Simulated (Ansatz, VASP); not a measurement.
# One calculation of NaSnF3, two programs

INCAR

```
PREC = Accurate
ENCUT = 520
EDIFF = 1E-6
ISMEAR = -1
SIGMA = 0.02
LREAL = F
LASPH = T
NELM = 60
ALGO = Normal
ISIF = 2
LWAVE = F
LCHARG = T
GGA = PE
LELF = T
LVHAR = T
NBANDS = 29
```

File KPOINTS:

```
Automatic mesh
0
Gamma
  6 6 6
```

File POSCAR:

```
NaSnF3
1.0
    4.6327168189      0.0000000000      0.0000000000
    0.0000000000      4.6327168189      0.0000000000
    0.0000000000      0.0000000000      4.6327168189
Na Sn F
1 1 3
Direct
    0.0000000000      0.0000000000      0.0000000000
    0.5000000000      0.5000000000      0.5000000000
    0.5000000000      0.5000000000      0.0000000000
    0.5000000000      0.0000000000      0.5000000000
    0.0000000000      0.5000000000      0.5000000000
```

Input for Ansatz:

```yaml
crystal:
  lattice:
    - [4.6327168189, 0.0, 0.0]
    - [0.0, 4.6327168189, 0.0]
    - [0.0, 0.0, 4.6327168189]
  atoms:
    - { symbol: Na, position: [0.0, 0.0, 0.0] }
    - { symbol: Sn, position: [0.5, 0.5, 0.5] }
    - { symbol: F, position: [0.5, 0.5, 0.0] }
    - { symbol: F, position: [0.5, 0.0, 0.5] }
    - { symbol: F, position: [0.0, 0.5, 0.5] }
kpoints:
  mp_grid: { grid: [6, 6, 6] }
  band_path:
    path: [[0.0, 0.0, 0.0], [0.0, 0.5, 0.0], [0.5, 0.5, 0.0], [0.5, 0.5, 0.5]]
    npoints: 1
hamiltonian:
  xc: pbe
scf:
  occupations: { method: fermi_dirac, width: 0.02 }
  n_extra_bands: 5
output:
  forces: true
  stress: true
  eigenvalues: true
```

The cell was built by a generator and needn't be a form met in nature.

Alike in both runs: task single point; functional PBE; k mesh 6 × 6 × 6; occupations fermi-dirac, width 0.02 eV; no spin polarisation.

```csv
,VASP,Ansatz
version,VASP 6.6.1,Ansatz 0.2.0
potentials or method,"VASP PAW PBE potentials, release 64 (Na_pv, Sn_d, F)","plane waves, PAW"
plane-wave cutoff (eV),520,420
valence electrons in the cell,42,44
```

```csv
,VASP,Ansatz,Ansatz less VASP
gap on the k mesh at the Fermi level (eV),0.85,0.86,+0.006
pressure (GPa),1.5,1.6,+0.10
```

The functional is the same, so the differences come from potentials, cutoffs and numerics. The two sets of potentials don't hold the same shells in valence.

Caveats: spin-orbit coupling is left out, which moves the levels of the heavy elements. A k mesh can miss the band edges. PBE gaps usually lie below the measured ones, often by a third to a half.
